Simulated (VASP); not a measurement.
## KSrCl$_{3}$ in VASP 6.6.1, single-point calculation

INCAR

```
LMAXMIX = 4
IBRION = -1
NSW = 0
LREAL = .FALSE.
LCHARG = .FALSE.
LWAVE = .FALSE.
IVDW = 21
ISIF = 2
NBANDS = 28
SIGMA = 0.02
ENCUT = 520
ISMEAR = -1
NELM = 58
GGA = PE
PREC = Accurate
LASPH = .TRUE.
EDIFF = 1E-7
```

KPOINTS

```
KPOINTS created by Atomic Simulation Environment
0
Gamma
4 4 4
0 0 0
```

POSCAR

```
K  Sr Cl
 1.0000000000000000
     5.4952951357000002    0.0000000000000000    0.0000000000000000
     0.0000000000000000    5.4952951357000002    0.0000000000000000
     0.0000000000000000    0.0000000000000000    5.4952951357000002
 K   Sr  Cl
   1   1   3
Cartesian
  0.0000000000000000  0.0000000000000000  0.0000000000000000
  2.7476475678500001  2.7476475678500001  2.7476475678500001
  2.7476475678500001  2.7476475678500001  0.0000000000000000
  2.7476475678500001  0.0000000000000000  2.7476475678500001
  0.0000000000000000  2.7476475678500001  2.7476475678500001
```

The recommended PBE PAW datasets give the neutral cell 40 valence electrons.

Command

```
mpirun -np 1 vasp_std
```

OSZICAR

```
N       E                     dE             d eps       ncg     rms          rms(c)
DAV:   1     0.301596574135E+03    0.30160E+03   -0.18345E+04   560   0.126E+03
DAV:   2     0.627522654498E+01   -0.29532E+03   -0.28753E+03   712   0.286E+02
DAV:   3    -0.191703542043E+02   -0.25446E+02   -0.25377E+02   816   0.801E+01
DAV:   4    -0.199020373642E+02   -0.73168E+00   -0.73053E+00   920   0.124E+01
DAV:   5    -0.199223177055E+02   -0.20280E-01   -0.20278E-01   796   0.139E+00    0.227E+01
DAV:   6    -0.191984286002E+02    0.72389E+00   -0.12816E+00   700   0.445E+00    0.143E+01
DAV:   7    -0.190666180379E+02    0.13181E+00   -0.93448E-01   764   0.409E+00    0.182E+00
DAV:   8    -0.190470804388E+02    0.19538E-01   -0.12267E-01   740   0.156E+00    0.395E-01
DAV:   9    -0.190456722004E+02    0.14082E-02   -0.84207E-03   756   0.526E-01    0.186E-01
DAV:  10    -0.190453112359E+02    0.36096E-03   -0.28197E-03   804   0.336E-01    0.676E-02
DAV:  11    -0.190453688853E+02   -0.57649E-04   -0.66669E-04   824   0.137E-01    0.407E-02
DAV:  12    -0.190453858875E+02   -0.17002E-04   -0.43526E-05   748   0.361E-02    0.152E-02
DAV:  13    -0.190453884647E+02   -0.25772E-05   -0.27817E-06   760   0.104E-02    0.624E-03
DAV:  14    -0.190453891544E+02   -0.68973E-06   -0.67326E-07   700   0.481E-03    0.336E-03
DAV:  15    -0.190453891114E+02    0.43014E-07   -0.47747E-08   584   0.143E-03
   1 F= -.19575447E+02 E0= -.19575447E+02  d E =-.113085E-12
```

From OUTCAR

```
k-points           NKPTS =     10   k-points in BZ     NKDIM =     10   number of bands    NBANDS=     28

   NELECT =      40.0000    total number of electrons

   dimension x,y,z NGX =    42 NGY =   42 NGZ =   42
   dimension x,y,z NGXF=    84 NGYF=   84 NGZF=   84

  energy-cutoff  :      520.00
  volume of cell :      165.95
      direct lattice vectors                 reciprocal lattice vectors
     5.495295136  0.000000000  0.000000000     0.181973848  0.000000000  0.000000000
     0.000000000  5.495295136  0.000000000     0.000000000  0.181973848  0.000000000
     0.000000000  0.000000000  5.495295136     0.000000000  0.000000000  0.181973848

 k-points in reciprocal lattice and weights: KPOINTS created by Atomic Simulation Env
   0.00000000  0.00000000  0.00000000       0.016
   0.25000000  0.00000000  0.00000000       0.094
   0.50000000  0.00000000  0.00000000       0.047
   0.25000000  0.25000000  0.00000000       0.188
   0.50000000  0.25000000  0.00000000       0.188
   0.50000000  0.50000000  0.00000000       0.047
   0.25000000  0.25000000  0.25000000       0.125
   0.50000000  0.25000000  0.25000000       0.188
   ...

 E-fermi :  -0.7891

 k-point     1 :       0.0000    0.0000    0.0000
  band No.  band energies     occupation
      1     -33.1421      2.00000
      2     -29.8865      2.00000
      3     -15.3517      2.00000
      4     -15.3517      2.00000
      5     -15.3517      2.00000
      6     -14.0332      2.00000
      7     -13.8011      2.00000
      8     -13.8011      2.00000
      9     -13.3366      2.00000
     10     -13.3366      2.00000
     11     -13.3366      2.00000
     12      -2.4573      2.00000
     13      -2.4573      2.00000
     14      -2.4573      2.00000
     15      -1.8206      2.00000
     16      -1.8206      2.00000
     17      -1.8206      2.00000
     18      -1.5284      2.00000
     19      -1.5284      2.00000
     20      -1.5284      2.00000
     21       3.2832      0.00000
     22       4.7479      0.00000
     23       4.7479      0.00000
     24       4.7479      0.00000
     25       5.6908      0.00000
     26       5.6908      0.00000
     27       7.0587      0.00000
     28       7.0587      0.00000

 k-point     2 :       0.2500    0.0000    0.0000
  band No.  band energies     occupation
      1     -33.1417      2.00000
      2     -29.8865      2.00000
      3     -15.6099      2.00000
      4     -15.3506      2.00000
      5     -15.3506      2.00000
      6     -13.9812      2.00000
      7     -13.7997      2.00000
      8     -13.4731      2.00000
      9     -13.3364      2.00000
     10     -13.3364      2.00000
     11     -13.3214      2.00000
     12      -2.6847      2.00000
     13      -2.4007      2.00000
     14      -2.4007      2.00000
     15      -2.0215      2.00000
     16      -1.9313      2.00000
     17      -1.9313      2.00000
     18      -1.8799      2.00000
     19      -1.5795      2.00000
     20      -1.5795      2.00000
     21       3.8622      0.00000
     22       4.8650      0.00000
     23       5.3019      0.00000
     24       5.3019      0.00000
     25       5.8145      0.00000
     26       6.1168      0.00000
     27       7.0698      0.00000
     28       7.3214      0.00000

 ...

  Total       2.06212     2.06212     2.06212    -0.00000    -0.00000    -0.00000
  in kB      19.90909    19.90909    19.90909    -0.00000    -0.00000    -0.00000
  external pressure =       19.91 kB  Pullay stress =        0.00 kB

 POSITION                                       TOTAL-FORCE (eV/Angst)
 -----------------------------------------------------------------------------------
      0.00000      0.00000      0.00000         0.000000      0.000000      0.000000
      2.74765      2.74765      2.74765         0.000000      0.000000      0.000000
      2.74765      2.74765      0.00000         0.000000      0.000000      0.000000
      2.74765      0.00000      2.74765         0.000000      0.000000      0.000000
      0.00000      2.74765      2.74765         0.000000      0.000000      0.000000
 -----------------------------------------------------------------------------------
    total drift:                                0.000000     -0.000000      0.000000

  FREE ENERGIE OF THE ION-ELECTRON SYSTEM (eV)
  ---------------------------------------------------
  free  energy   TOTEN  =       -19.5754474114 eV

  energy  without entropy=      -19.5754474114  energy(sigma->0) =      -19.57544741
```

It converged. Results: gap between bands v and c on the k mesh 4.63 eV; least direct gap on the k mesh 4.81 eV; pressure 2.0 GPa. Band v is the last that the valence electrons fill when counted band by band, and c is the next.

For comparison, a separate PBE run of the intended cell, on usual settings and not on those above, gives a gap of 4.63 eV on its mesh and a pressure of 2.6 GPa.

The run above took about 2.8 min on one core of a shared host (Intel Xeon Platinum 8488C) and held 0.27 GiB at most.
